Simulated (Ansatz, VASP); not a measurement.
# GaW3N (W3GaN antiperovskite): VASP beside Ansatz, part 2 of 3

Aim: how closely do two programs agree when they are given the same cell, functional and k mesh? The cell is generated by rule, not measured, and may not be a known phase. The cell is taken from a series of runs on this material, whose earlier steps may have relaxed, scaled, displaced or heated it; both programs get it as it stands.

VASP 6.6.1 and Ansatz 0.2.0.

So far: Set-up; Ansatz: zone-centre phonons, PBE.

### 3. VASP: zone-centre phonons, PBE

Level of this step: PBE, no spin polarisation; plane waves and PAW (Ga_d, W, N); invented cell (VASP).

The same cell, functional, mesh and smearing now go to VASP, with its own data sets.

Lines of VASP's logs that name or quote its potential files are left out, and so is its time.

The input, INCAR:

```
SYSTEM = GaW3N
PREC = Accurate
ENCUT = 600
EDIFF = 1E-08
NELM = 120
ISMEAR = 1
SIGMA = 0.2
LREAL = .FALSE.
ALGO = Normal
GGA = PE
NBANDS = 24
LASPH = .TRUE.
LORBIT = 11
LWAVE = .FALSE.
LCHARG = .FALSE.
ISIF = 2
IBRION = 8
GGA_COMPAT = .FALSE.
KPAR = 2
```

The input, POSCAR:

```
GaW3N
1.0
    4.1177891151      0.0000000000      0.0000000000
    0.0000000000      4.1177891151      0.0000000000
    0.0000000000      0.0000000000      4.1177891151
Ga W N
1 3 1
Direct
    0.0000000000      0.0000000000      0.0000000000
    0.5000000000      0.5000000000      0.0000000000
    0.5000000000      0.0000000000      0.5000000000
    0.0000000000      0.5000000000      0.5000000000
    0.5000000000      0.5000000000      0.5000000000
```

The input, KPOINTS:

```
Automatic mesh
0
Gamma
4 4 4
0 0 0
```

Potentials, in the order of the species: Ga_d, W and N (PBE family, release 64).

Command:

```
mpirun -np 2 vasp_std
```

Output:

```text
[banner, memory and clock lines left out]
running    2 mpi-ranks, on    1 nodes
 distrk:  each k-point on    1 cores,    2 groups
 distr:  one band on    1 cores,    1 groups

 POSCAR found type information on POSCAR GaW N
 POSCAR found :  3 types and       5 ions
 LDA part: xc-table for (Slater+PW92), standard interpolation
 POSCAR, INCAR and KPOINTS ok, starting setup
 FFT: planning ... GRIDC
 FFT: planning ... GRID_SOFT
 FFT: planning ... GRID
 WAVECAR not read
 entering main loop
       N       E                     dE             d eps       ncg     rms          rms(c)
DAV:   1     0.286056380960E+03    0.28606E+03   -0.18265E+04   528   0.217E+03
DAV:   2    -0.118448610084E+02   -0.29790E+03   -0.28468E+03   536   0.547E+02
DAV:   3    -0.523186488020E+02   -0.40474E+02   -0.39135E+02   624   0.150E+02
DAV:   4    -0.542160967515E+02   -0.18974E+01   -0.18844E+01   672   0.333E+01
DAV:   5    -0.542718897766E+02   -0.55793E-01   -0.55752E-01   648   0.480E+00    0.441E+01
DAV:   6    -0.500637658579E+02    0.42081E+01   -0.19584E+01   640   0.225E+01    0.190E+01
DAV:   7    -0.497835200542E+02    0.28025E+00   -0.12792E+00   648   0.918E+00    0.815E+00
DAV:   8    -0.497308294472E+02    0.52691E-01   -0.23715E-01   640   0.279E+00    0.592E-01
DAV:   9    -0.497245499113E+02    0.62795E-02   -0.30997E-02   640   0.125E+00    0.253E-01
DAV:  10    -0.497243805595E+02    0.16935E-03   -0.44179E-03   608   0.492E-01    0.964E-02
DAV:  11    -0.497244061580E+02   -0.25598E-04   -0.32692E-04   640   0.128E-01    0.438E-02
DAV:  12    -0.497243990553E+02    0.71027E-05   -0.36717E-05   608   0.492E-02    0.606E-03
DAV:  13    -0.497243997133E+02   -0.65799E-06   -0.26005E-06   728   0.126E-02    0.155E-03
DAV:  14    -0.497243998147E+02   -0.10139E-06   -0.22448E-07   640   0.279E-03    0.510E-04
DAV:  15    -0.497243997030E+02    0.11166E-06   -0.39766E-08   552   0.133E-03    0.166E-04
DAV:  16    -0.497243996961E+02    0.68844E-08   -0.40107E-09   376   0.515E-04
   1 F= -.49724400E+02 E0= -.49724672E+02  d E =0.816080E-03
 Linear response reoptimize wavefunctions to high precision
DAV:   1    -0.497243996936E+02    0.24884E-08   -0.13415E-09   416   0.269E-04
DAV:   2    -0.497243996937E+02   -0.11551E-09   -0.37327E-10   360   0.134E-04
DAV:   3    -0.497243996937E+02    0.38199E-10   -0.16777E-10   368   0.846E-05
 Linear response DOF=           4
 Linear response progress:
  Degree of freedom:   1/  4
       N       E                     dE             d eps       ncg     rms          rms(c)
RMM:   1    -0.166933238128E+00   -0.16693E+00    0.12549E-01  1193   0.761E+00
RMM:   2    -0.166064664312E+00    0.86857E-03   -0.29763E-02  1452   0.883E-01    0.404E-02
RMM:   3    -0.165882014553E+00    0.18265E-03   -0.26721E-03  1535   0.217E-01    0.276E-02
RMM:   4    -0.165877644159E+00    0.43704E-05   -0.45114E-04  1483   0.106E-01    0.612E-03
RMM:   5    -0.165851404762E+00    0.26239E-04   -0.60960E-05  1524   0.401E-02    0.575E-03
RMM:   6    -0.165826137431E+00    0.25267E-04   -0.12137E-05  1744   0.177E-02    0.284E-03
RMM:   7    -0.165816514109E+00    0.96233E-05   -0.21843E-06  1746   0.844E-03    0.801E-04
RMM:   8    -0.165819366571E+00   -0.28525E-05   -0.58130E-07  1676   0.432E-03    0.502E-04
RMM:   9    -0.165812172662E+00    0.71939E-05    0.22444E-07  1608   0.242E-03    0.861E-05
RMM:  10    -0.165813068060E+00   -0.89540E-06    0.58375E-08  1838   0.112E-03    0.928E-05
RMM:  11    -0.165812374087E+00    0.69397E-06    0.10654E-07  1836   0.632E-04    0.467E-05
RMM:  12    -0.165811969044E+00    0.40504E-06   -0.63207E-08  1881   0.416E-04    0.144E-05
RMM:  13    -0.165811881581E+00    0.87464E-07    0.42291E-08  1999   0.291E-04    0.727E-06
RMM:  14    -0.165811839460E+00    0.42121E-07   -0.70709E-08  1997   0.232E-04    0.385E-06
RMM:  15    -0.165811813202E+00    0.26258E-07   -0.11956E-08  1938   0.203E-04    0.218E-06
RMM:  16    -0.165811799969E+00    0.13233E-07   -0.61959E-08  2002   0.185E-04    0.140E-06
RMM:  17    -0.165811786680E+00    0.13289E-07   -0.31026E-08  1977   0.175E-04    0.680E-07
RMM:  18    -0.165811777718E+00    0.89620E-08   -0.47401E-08  1883   0.168E-04    0.379E-07
 first order change of Fermi-energy  -0.23592E-03
 force on displaced ion       1 direction 1 :  -5.232   0.000  -0.000
 Linear response progress:
  Degree of freedom:   2/  4
       N       E                     dE             d eps       ncg     rms          rms(c)
RMM:   1    -0.125316560401E+00   -0.12532E+00   -0.10196E-01  2625   0.140E+00
RMM:   2    -0.123694397318E+00    0.16222E-02   -0.55691E-03  2336   0.360E-01    0.150E-01
RMM:   3    -0.123788119451E+00   -0.93722E-04   -0.10971E-03  2530   0.122E-01    0.882E-02
RMM:   4    -0.124260656343E+00   -0.47254E-03   -0.25748E-04  2461   0.774E-02    0.140E-02
RMM:   5    -0.124337944706E+00   -0.77288E-04   -0.39366E-05  2714   0.255E-02    0.645E-03
RMM:   6    -0.124339850848E+00   -0.19061E-05   -0.47441E-06  2757   0.759E-03    0.371E-03
RMM:   7    -0.124333415181E+00    0.64357E-05   -0.10019E-06  2648   0.385E-03    0.751E-04
RMM:   8    -0.124333497743E+00   -0.82562E-07   -0.31323E-07  2681   0.151E-03    0.213E-04
RMM:   9    -0.124331362084E+00    0.21357E-05   -0.29281E-07  2828   0.543E-04    0.604E-05
RMM:  10    -0.124331486463E+00   -0.12438E-06   -0.41629E-07  2927   0.274E-04    0.232E-05
RMM:  11    -0.124331447401E+00    0.39062E-07    0.34601E-07  3028   0.188E-04    0.152E-05
RMM:  12    -0.124331381549E+00    0.65852E-07   -0.69549E-08  2921   0.169E-04    0.474E-06
RMM:  13    -0.124331411014E+00   -0.29465E-07   -0.11812E-08  3050   0.162E-04    0.123E-06
RMM:  14    -0.124331424143E+00   -0.13129E-07   -0.12278E-06  2864   0.160E-04    0.656E-07
RMM:  15    -0.124331417464E+00    0.66789E-08   -0.42681E-07  2347   0.160E-04    0.385E-07
RMM:  16    -0.124331422800E+00   -0.53354E-08   -0.14236E-06  2057   0.160E-04    0.392E-07
RMM:  17    -0.124331417696E+00    0.51042E-08   -0.52383E-07  2003   0.161E-04    0.285E-07
RMM:  18    -0.124331424306E+00   -0.66099E-08   -0.11318E-06  1970   0.161E-04    0.385E-07
RMM:  19    -0.124331416183E+00    0.81230E-08   -0.42480E-08  1940   0.161E-04    0.326E-07
 first order change of Fermi-energy  -0.36727E-04
 force on displaced ion       2 direction 1 :   1.127   0.000   0.000
 Linear response progress:
  Degree of freedom:   3/  4
       N       E                     dE             d eps       ncg     rms          rms(c)
RMM:   1    -0.129631476583E+00   -0.12963E+00   -0.87528E-02  1839   0.157E+00
RMM:   2    -0.126477738178E+00    0.31537E-02   -0.85220E-03  1531   0.441E-01    0.206E-01
RMM:   3    -0.126548124117E+00   -0.70386E-04   -0.21190E-03  1635   0.181E-01    0.114E-01
RMM:   4    -0.127006032166E+00   -0.45791E-03   -0.49737E-04  1661   0.948E-02    0.285E-02
RMM:   5    -0.127179570398E+00   -0.17354E-03   -0.59864E-05  1750   0.378E-02    0.864E-03
RMM:   6    -0.127196132956E+00   -0.16563E-04   -0.84323E-06  1834   0.119E-02    0.396E-03
RMM:   7    -0.127212619727E+00   -0.16487E-04   -0.10796E-06  1745   0.446E-03    0.137E-03
RMM:   8    -0.127219144780E+00   -0.65251E-05   -0.14186E-07  1785   0.184E-03    0.160E-04
RMM:   9    -0.127218984158E+00    0.16062E-06   -0.19251E-08  1905   0.596E-04    0.783E-05
RMM:  10    -0.127218759791E+00    0.22437E-06    0.21717E-08  1853   0.285E-04    0.221E-05
RMM:  11    -0.127218708651E+00    0.51141E-07    0.29610E-08  1894   0.208E-04    0.885E-06
RMM:  12    -0.127218705893E+00    0.27572E-08   -0.49796E-09  1962   0.168E-04    0.252E-06
 first order change of Fermi-energy   0.32318E-03
 force on displaced ion       2 direction 3 :   0.000   0.000 -22.327
 Linear response progress:
  Degree of freedom:   4/  4
       N       E                     dE             d eps       ncg     rms          rms(c)
RMM:   1    -0.238736865398E+00   -0.23874E+00    0.34385E-01  1779   0.236E+00
RMM:   2    -0.242607358510E+00   -0.38705E-02   -0.19898E-02  1551   0.645E-01    0.193E-01
RMM:   3    -0.244058301281E+00   -0.14509E-02   -0.34369E-03  1453   0.237E-01    0.994E-02
RMM:   4    -0.245608980618E+00   -0.15507E-02   -0.81253E-04  1511   0.119E-01    0.272E-02
RMM:   5    -0.245883022693E+00   -0.27404E-03   -0.79607E-05  1730   0.375E-02    0.877E-03
RMM:   6    -0.245886451547E+00   -0.34289E-05   -0.76290E-06  1797   0.113E-02    0.453E-03
RMM:   7    -0.245884112605E+00    0.23389E-05   -0.62878E-07  1733   0.482E-03    0.725E-04
RMM:   8    -0.245885697349E+00   -0.15847E-05   -0.32002E-07  1758   0.196E-03    0.312E-04
RMM:   9    -0.245885330203E+00    0.36715E-06   -0.13094E-07  1870   0.666E-04    0.993E-05
RMM:  10    -0.245885800448E+00   -0.47025E-06   -0.14379E-07  1894   0.283E-04    0.413E-05
RMM:  11    -0.245885491829E+00    0.30862E-06    0.57959E-08  1850   0.177E-04    0.146E-05
RMM:  12    -0.245885619270E+00   -0.12744E-06   -0.51499E-08  1891   0.137E-04    0.588E-06
RMM:  13    -0.245885599094E+00    0.20176E-07   -0.10323E-07  1979   0.120E-04    0.160E-06
RMM:  14    -0.245885592529E+00    0.65650E-08    0.42332E-09  1954   0.114E-04    0.104E-06
 first order change of Fermi-energy  -0.12608E-04
 force on displaced ion       5 direction 1 : -19.027   0.000  -0.000
 Linear response finished
```

[end of part 2 of 3]

[Lines on the potential files, build, host, timing and source positions are cut from VASP's logs without a mark.]

[Logs are printed without paths, hosts, clocks, repeated set-up lines and the standing remarks that a program may print on its own settings, such as how far it seeks lower states.]

[Hosts, paths, dates, database ids (printed as entryN), source tags and the programs' standing remarks are cut or masked in the printed files.]
